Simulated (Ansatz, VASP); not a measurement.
## One calculation of CsPt, two programs

```xyz
2
Lattice="0.0000 3.5767 3.5767 3.5767 0.0000 3.5767 3.5767 3.5767 0.0000" Properties=species:S:1:pos:R:3 pbc="T T T"
Cs    0.0000    0.0000    0.0000
Pt    1.7883    1.7883    1.7883
```

Change from the starting cell: species swapped into the MnSe type (F-43m, No. 216).

Alike in both runs: functional PBE; k mesh 14 × 14 × 14; occupations gaussian, width 0.1 eV; no spin polarisation.

Ansatz relaxed the structure, and its values are those at the end. VASP's run is a single point on that final structure, the one shown.

|  | VASP | Ansatz |
| --- | --- | --- |
| version | VASP 6.6.1 | Ansatz 0.2.0 |
| potentials or method | VASP PAW PBE potentials, release 64 (Cs_sv, Pt) | scalar-relativistic, plane waves, PAW |
| plane-wave cutoff (eV) | 520 | 420 |
| valence electrons in the cell | 19 | 27 |

|  | VASP | Ansatz | Ansatz less VASP |
| --- | --- | --- | --- |
| gap on the k mesh at the Fermi level (eV) | none | none | - |
| pressure (GPa) | 0.3 | 0.0 | -0.31 |

A gap of «none» marks a metal or a gap that the smearing closes. The two sets of potentials don't hold the same shells in valence.

The runs have no spin-orbit coupling, so splittings on Cs, Pt are missing.
